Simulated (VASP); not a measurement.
Consider the following.

Cu is taken in the cubic space group Fm-3m (No. 225), the fcc (Cu type) structure, Pearson symbol cF4. Conventional cell: a = b = c = 3.6287 Å, α = β = γ = 90.00°. Cu on 4a is surrounded by 12 Cu at 2.566 Å (cuboctahedral). (Neighbours: up to the widest gap in distance over summed covalent radii, below 1.35, at either atom.)
(The calculation used a cell of 1 atom; values per cell refer to that cell.)

All values below come from PBE GGA, VASP's PBE PAW potentials (set 64) (plane waves; VASP). Run with 480 eV cut-off, 16×16×16 Γ-centred mesh, first-order Methfessel-Paxton smearing of 0.10 eV, potentials Cu.

Each relaxation starts from this cell; other phases were not tried.

Q: The cell is relaxed at 10 GPa. What happens?

A: The volume per atom goes from 11.95 to 11.28 Å³ (-5.6 %), and the cell becomes a = b = c = 3.5602 Å, α = β = γ = 90.00°, space group Fm-3m.

Q: The cell is relaxed at 15 GPa. What happens?

A: The volume per atom goes from 11.95 to 11.00 Å³ (-8.0 %), and the cell becomes a = b = c = 3.5298 Å, α = β = γ = 90.00°, space group Fm-3m.

Failed runs are left out, and for metals the shear rows, which the mesh's noise covers.

The compound is Cu in the fcc structure.
